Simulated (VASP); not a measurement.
Consider the following.

```
AlN
1.0
    0.00000     2.22025     2.22025
    2.22025     0.00000     2.22025
    2.22025     2.22025     0.00000
Al N
1 1
Direct
  0.00000   0.00000   0.00000
  0.25000   0.25000   0.25000
```

These are vdW-DF2, VASP's PBE PAW potentials (set 64) (plane waves; VASP) values and carry that method's errors. Numerical set-up: 520 eV cut-off, Gaussian smearing of 0.050 eV, potentials Al N.

Predict the band gap (along the path) with the smallest direct gap where there is one.

```
Item                                   Result
------------------------------------  -------
band gap (along the path)             3.80 eV
smallest direct gap (along the path)  4.09 eV
```

Only differences to runs with the same potentials and settings are physical.

The compound is AlN in the zinc blende structure, a metastable form; wurtzite is the usual one. It was relaxed first.
